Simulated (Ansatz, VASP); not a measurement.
## Two plane-wave programs on Ba2CrN2

The input INCAR:

```
SYSTEM = Ba2CrN2
PREC = Accurate
ENCUT = 520
EDIFF = 1E-7
ISMEAR = -1
SIGMA = 0.05
LREAL = .FALSE.
LASPH = .TRUE.
NELM = 100
ALGO = Normal
ISIF = 2
LWAVE = .FALSE.
LCHARG = .FALSE.
ISPIN = 2
MAGMOM = 0 0 3 0 0
LORBIT = 11
LMAXMIX = 4
GGA = PE
NBANDS = 33
```

KPOINTS

```
Automatic mesh
0
G
  9 9 9
  0 0 0
```

File POSCAR:

```
Ba2CrN2
1.0
   -2.0547218769      2.0547218769      6.5924443202
    2.0547218769     -2.0547218769      6.5924443202
    2.0547218769      2.0547218769     -6.5924443202
Ba Cr N
2 1 2
Direct
    0.8535895000      0.8535895000      0.0000000000
    0.1464105000      0.1464105000      0.0000000000
    0.5000000000      0.5000000000      0.0000000000
    0.3668570000      0.3668570000      0.0000000000
    0.6331430000      0.6331430000      0.0000000000
```

File input.yaml:

```yaml
crystal:
  lattice:
    - [-2.0547218769, 2.0547218769, 6.5924443202]
    - [2.0547218769, -2.0547218769, 6.5924443202]
    - [2.0547218769, 2.0547218769, -6.5924443202]
  atoms:
    - { symbol: Ba, position: [0.8535895, 0.8535895, 0.0] }
    - { symbol: Ba, position: [0.1464105, 0.1464105, 0.0] }
    - { symbol: Cr, position: [0.5, 0.5, 0.0], spin: 3.0 }
    - { symbol: "N", position: [0.366857, 0.366857, 0.0] }
    - { symbol: "N", position: [0.633143, 0.633143, 0.0] }
hamiltonian:
  xc: pbe
  pseudopotentials: { kind: paw }
magnetization:
  spin_polarized: true
kpoints:
  mp_grid: { grid: [9, 9, 9] }
scf:
  occupations: { method: fermi_dirac, width: 0.05 }
output:
  forces: true
  stress: true
  eigenvalues: true
```

Change from the starting cell: volume scaled by 0.96.

Alike in both runs: task single point; functional PBE; k mesh 9 × 9 × 9; occupations fermi-dirac, width 0.05 eV; collinear spin, ferromagnetic start.

```csv
,VASP,Ansatz
version,VASP 6.6.1,Ansatz 0.2.0
potentials or method,"VASP PAW PBE potentials, release 64 (Ba_sv, Cr_pv, N)",Ansatz PAW
plane-wave cutoff (eV),520,420
valence electrons in the cell,42,44
```

Ansatz gave:

- gap on the k mesh at the Fermi level (eV): none
- pressure (GPa): 1.8
- largest component of the traceless stress (GPa): 1.91
- rms of the force components (eV/Å): 0.161
- net moment per atom (μB): 0.40
- size of the moment on the site where the two differ most (μB): 1.51

Problem. Which values does VASP return?

Solution. gap on the k mesh at the Fermi level (eV): none; pressure (GPa): 2.7; largest component of the traceless stress (GPa): 1.70; rms of the force components (eV/Å): 0.154; net moment per atom (μB): 0.40; size of the moment on the site where the two differ most (μB): 2.04.

Site moments also hang on the region over which each program counts them. Atom by atom the forces differ by 0.007 eV/Å (rms over components). A gap of «none» marks a metal or a gap that the smearing closes. The two sets of potentials don't hold the same shells in valence.

Caveats: a cell with one magnetic atom can't hold antiferromagnetic order, which such compounds often take. The runs have no spin-orbit coupling, so splittings on Ba are missing.
